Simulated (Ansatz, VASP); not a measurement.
## TePd in VASP and in Ansatz

```
Te Pd
1.0
     4.15210    0.00000    0.00000
    -2.07605    3.59582    0.00000
     0.00000    0.00000    5.67190
Te Pd
2 2
Direct
  0.33333 0.66667 0.25000
  0.66667 0.33333 0.75000
  0.00000 0.00000 0.00000
  0.00000 0.00000 0.50000
```

Alike in both runs: task single point; functional LDA; k mesh 6 × 6 × 4; occupations gaussian, width 0.05 eV; collinear spin; Hubbard terms Pd d U = 2.5 eV.

|  | VASP | Ansatz |
| --- | --- | --- |
| version | VASP 6.6.1 | Ansatz 0.2.0 |
| potentials or method | VASP PAW LDA potentials, release 64 (Te, Pd) | scalar-relativistic, plane waves, PAW |
| plane-wave cutoff (eV) | 520 | 420 |
| valence electrons in the cell | 32 | 68 |

|  | VASP | Ansatz | Ansatz less VASP |
| --- | --- | --- | --- |
| gap on the k mesh at the Fermi level (eV) | none | none | - |
| pressure (GPa) | -5.8 | -3.7 | +2.11 |
| largest component of the traceless stress (GPa) | 0.71 | 1.21 | +0.502 |
| net moment per atom (μB) | 0.00 | 0.00 | 0.000 |

The programs project onto different local orbitals, so the same U acts differently. A gap of «none» marks a metal or a gap that the smearing closes. The two sets of potentials don't hold the same shells in valence. Ansatz warned: «filled_band_counts_differ_across_k_points».

Caveats: the U is typed as a test and isn't derived for this compound. The runs have no spin-orbit coupling, so splittings on Te are missing. The state reached can hang on the start; a lower one may exist.
